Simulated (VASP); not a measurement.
A run of VASP 6.6.1 is set up as follows.

File INCAR:

```
PREC = Accurate ; ENCUT = 600
EDIFF = 1E-8 ; ISMEAR = 0
SIGMA = 0.03 ; LREAL = False
LASPH = True ; NELM = 80
ALGO = Normal ; ISIF = 2
LWAVE = False ; LCHARG = False
GGA = PS ; LEPSILON = True
KPAR = 2
```

Contents of KPOINTS:

```
Automatic mesh
0
Monkhorst-Pack
  6 6 6
```

The input POSCAR:

```
InGa3As4                                
1.0
    5.7702296986     -0.0000000000     -0.0000000000
    0.0000000000     -5.7702296986     -0.0000000000
    0.0000000000     -0.0000000000     -5.7702296986
  In              Ga              As            
     1     3     4
Direct
     1.0000000000000000    0.5000000000000000    0.5000000000000000
     0.5000000000000000    1.0000000000000000    0.5000000000000000
     0.5000000000000000    0.5000000000000000    0.0000000000000000
     1.0000000000000000    1.0000000000000000    0.0000000000000000
     0.2594734411468919    0.2405265588531081    0.2405265588531081
     0.7405265588531080    0.7594734411468920    0.2405265588531081
     0.7405265588531080    0.2405265588531081    0.7594734411468920
     0.2594734411468919    0.7594734411468920    0.7594734411468920
```

Potentials or basis: VASP PAW PBE potentials, release 64 (In_d, Ga_d, As).

The run is started by

```sh
$ cat potpaw_PBE.64/In_d/POTCAR potpaw_PBE.64/Ga_d/POTCAR potpaw_PBE.64/As/POTCAR > POTCAR
$ mpirun -np 2 vasp_std > vasp.out
```

Task: Estimate the electronic dielectric tensor (diagonal).

Result: 15.44.

Task: Estimate the Born charges (mean of the diagonal).

Result: In +2.34; Ga +2.25; As -2.27 e.

Born effective charge tensors (e):
atom 1, In
```
2.34 0.00 0.00
0.00 2.34 0.00
0.00 0.00 2.34
```
atom 2, Ga
```
2.11 0.00 0.00
0.00 2.11 0.00
0.00 0.00 2.53
```
atom 3, Ga
```
2.11 0.00 0.00
0.00 2.53 0.00
0.00 0.00 2.11
```
atom 4, Ga
```
2.53 0.00 0.00
0.00 2.11 0.00
0.00 0.00 2.11
```
atom 5, As
```
-2.27  0.15  0.15
 0.15 -2.27  0.15
 0.15  0.15 -2.27
```
atom 6, As
```
-2.27  0.15 -0.15
 0.15 -2.27 -0.15
-0.15 -0.15 -2.27
```
atom 7, As
```
-2.27 -0.15  0.15
-0.15 -2.27 -0.15
 0.15 -0.15 -2.27
```
atom 8, As
```
-2.27 -0.15 -0.15
-0.15 -2.27  0.15
-0.15  0.15 -2.27
```
